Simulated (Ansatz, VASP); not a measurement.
**One calculation of Ta2BeP4, two programs**

```
Ta Be P
1.0
     3.67180    0.00000    0.00000
     0.00000    3.67180    0.00000
     0.00000    0.00000    7.51067
Ta Be P
2 1 4
Cartesian
  1.8359 1.8359 0.0000
  0.0000 0.0000 3.7553
  0.0000 0.0000 0.0000
  1.8359 0.0000 1.9140
  0.0000 1.8359 1.9140
  1.8359 0.0000 5.5967
  0.0000 1.8359 5.5967
```

Change from the starting cell: ordered mixture with vacancies on the cation sites of caesium chloride (P4/mmm, No. 123).

Alike in both runs: functional PBE; k mesh 10 × 10 × 6; occupations gaussian, width 0.1 eV; no spin polarisation.

Ansatz relaxed the structure, and its values are those at the end. VASP's run is a single point on that final structure, the one shown.

```csv
,VASP,Ansatz
version,VASP 6.6.1,Ansatz 0.2.0
potentials or method,"VASP PAW PBE potentials, release 64 (Ta_pv, Be, P)","scalar-relativistic, plane waves, PAW"
plane-wave cutoff (eV),520,420
valence electrons in the cell,44,48
```

```csv
,VASP,Ansatz,Ansatz less VASP
gap on the k mesh at the Fermi level (eV),none,none,-
pressure (GPa),0.0,0.0,-0.03
```

A gap of «none» marks a metal or a gap that the smearing closes. The two sets of potentials don't hold the same shells in valence.

Spin-orbit coupling is left out, which matters for the levels of Ta.
